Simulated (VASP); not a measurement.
Level of theory: LDA (Ceperley-Alder, Perdew-Zunger), VASP's LDA PAW potentials (set 64) (plane waves; VASP 6.6.1).

Input for VASP

File KPOINTS:
```
k-points along high-symmetry lines
10
Line-mode
Reciprocal
  0.000000   0.000000   0.000000 ! GAMMA
  0.000000   0.500000   0.000000 ! M

  0.000000   0.500000   0.000000 ! M
 -0.333333   0.666667   0.000000 ! K

 -0.333333   0.666667   0.000000 ! K
  0.000000   0.000000   0.000000 ! GAMMA

  0.000000   0.000000   0.000000 ! GAMMA
  0.000000   0.000000   0.500000 ! A

  0.000000   0.000000   0.500000 ! A
  0.000000   0.500000   0.500000 ! L

  0.000000   0.500000   0.500000 ! L
 -0.333333   0.666667   0.500000 ! H

 -0.333333   0.666667   0.500000 ! H
  0.000000   0.000000   0.500000 ! A

  0.000000   0.500000   0.500000 ! L
  0.000000   0.500000   0.000000 ! M

 -0.333333   0.666667   0.500000 ! H
 -0.333333   0.666667   0.000000 ! K
```

POSCAR:
```
AlN
1
    1.5459248454    -2.6776203712     0.0000000000
    1.5459248454     2.6776203712     0.0000000000
    0.0000000000     0.0000000000     4.9514513911
Al N
2 2
Direct
  0.6666670000   0.3333330000   0.5000700257
  0.3333330000   0.6666670000   0.0000700257
  0.6666670000   0.3333330000   0.8819299743
  0.3333330000   0.6666670000   0.3819299743
```

**INCAR**
```
SYSTEM = AlN
PREC = Accurate
ENCUT = 520
EDIFF = 1E-7
NELM = 100
ALGO = Normal
LREAL = .FALSE.
LASPH = .TRUE.
ISMEAR = 0
SIGMA = 0.05
LWAVE = .FALSE.
LCHARG = .FALSE.
LORBIT = 11
ICHARG = 11
```

POTCAR, in this order: Al N (LDA.64 set). Program: vasp_std. Read from the step before: CHGCAR.

The run wrote:

OUTCAR:
```
 ion  position               nearest neighbor table
   1  0.667  0.333  0.500-   4 1.88   4 1.88   4 1.88   3 1.89   2 3.05   2 3.05   2 3.05   2 3.05
                             2 3.05   2 3.05
   2  0.333  0.667  0.000-   3 1.88   3 1.88   3 1.88   4 1.89   1 3.05   1 3.05   1 3.05   1 3.05
                             1 3.05   1 3.05
   3  0.667  0.333  0.882-   2 1.88   2 1.88   2 1.88   1 1.89
   4  0.333  0.667  0.382-   1 1.88   1 1.88   1 1.88   2 1.89
  LATTYP: Found a hexagonal cell.
 ALAT       =     3.0918496858
 C/A-ratio  =     1.6014528176
 Subroutine PRICEL returns:
 Original cell was already a primitive cell.
 Subroutine GETGRP returns: Found 12 space group operations
The static configuration has the point symmetry C_3v.
 The point group associated with its full space group is C_6v.
The dynamic configuration has the point symmetry C_3v.
 Subroutine INISYM returns: Found 12 space group operations
   k-points           NKPTS =     90   k-points in BZ     NKDIM =     90   number of bands    NBANDS=     12
   number of dos      NEDOS =    301   number of ions     NIONS =      4
   total plane-waves  NPLWV =  23040
   dimension x,y,z NGX =    24 NGY =   24 NGZ =   40
   dimension x,y,z NGXF=    48 NGYF=   48 NGZF=   80
   ions per type =               2   2
   PREC   = accura    normal or accurate (medium, high low for compatibility)
   ISTART =      0    job   : 0-new  1-cont  2-samecut
   ICHARG =     11    charge: 1-file 2-atom 10-const
   ISPIN  =      1    spin polarized calculation?
   LNONCOLLINEAR =      F non collinear calculations
   LSORBIT =      F    spin-orbit coupling
   INIWAV =      1    electr: 0-lowe 1-rand  2-diag
   ENCUT  =  520.0 eV  38.22 Ry    6.18 a.u.   5.75  5.75  9.21*2*pi/ulx,y,z
   NELM   =    100;   NELMIN=  2; NELMDL= -5     # of ELM steps
   EDIFF  = 0.1E-06   stopping-criterion for ELM
   LREAL  =      F    real-space projection
   NLSPLINE    = F    spline interpolate recip. space projectors
   LMAXMIX     =    2 max onsite mixed and CHGCAR
   VOSKOWN=      0    Vosko Wilk Nusair interpolation
   EDIFFG = 0.1E-05   stopping-criterion for IOM
   NSW    =      0    number of steps for IOM
   NBLOCK =      1;   KBLOCK =      1    inner block; outer block
...
```

**OSZICAR**
```
       N       E                     dE             d eps       ncg     rms          rms(c)
DAV:   1     0.433052498984E+02    0.43305E+02   -0.75093E+03  2160   0.119E+03
DAV:   2    -0.289135233112E+02   -0.72219E+02   -0.65947E+02  3184   0.197E+02
DAV:   3    -0.320863909860E+02   -0.31729E+01   -0.31514E+01  2796   0.440E+01
DAV:   4    -0.321117022301E+02   -0.25311E-01   -0.25300E-01  2564   0.456E+00
DAV:   5    -0.321120234586E+02   -0.32123E-03   -0.32121E-03  2712   0.508E-01
DAV:   6    -0.321120301043E+02   -0.66457E-05   -0.66456E-05  2532   0.730E-02
DAV:   7    -0.321120302739E+02   -0.16959E-06   -0.16958E-06  2676   0.114E-02
DAV:   8    -0.321120302782E+02   -0.42222E-08   -0.42064E-08  1912   0.184E-03
   1 F= -.32112030E+02 E0= -.32112030E+02  d E =-.137294E-17
```

**OUTCAR**
```
 val. band max:        6.0745653394   @ k =   0.0000   0.0000   0.0000

 cond. band min:      10.4688188499   @ k =  -0.0000   0.0000   0.0000



 k-point     1 :       0.0000    0.0000    0.0000
  band No.  band energies     occupation
      1      -9.0719      2.00000
      2      -6.7926      2.00000
      3      -0.0610      2.00000
      4       5.1938      2.00000
      5       5.1938      2.00000
      6       5.8527      2.00000
      7       5.8527      2.00000
      8       6.0746      2.00000
      9      10.4688      0.00000
     10      12.7824      0.00000
     11      16.7010      0.00000
     12      17.1555      0.00000

 k-point     2 :       0.0000    0.0556    0.0000
  band No.  band energies     occupation
      1      -9.0306      2.00000
      2      -6.7686      2.00000
      3      -0.0132      2.00000
      4       5.0008      2.00000
      5       5.1378      2.00000
      6       5.6601      2.00000
      7       5.8485      2.00000
      8       6.0582      2.00000
      9      10.6602      0.00000
     10      12.9538      0.00000
     11      16.5283      0.00000
     12      16.8516      0.00000

 k-point     3 :       0.0000    0.1111    0.0000
  band No.  band energies     occupation
      1      -8.9083      2.00000
      2      -6.6991      2.00000
      3       0.1293      2.00000
      4       4.4761      2.00000
      5       4.9903      2.00000
      6       5.1825      2.00000
      7       5.8260      2.00000
      8       6.0026      2.00000
      9      11.1317      0.00000
     10      13.3843      0.00000
     11      16.0117      0.00000
     12      16.2387      0.00000

 k-point     4 :       0.0000    0.1667    0.0000
  band No.  band energies     occupation
      1      -8.7094      2.00000
      2      -6.5926      2.00000
      3       0.3633      2.00000
      4       3.7481      2.00000
      5       4.5697      2.00000
      6       4.7907      2.00000
      7       5.7739      2.00000
...
```

The density is held fixed in this step, so its total energy and stress have no physical meaning.

The compound is AlN in the wurtzite structure. It was relaxed first.
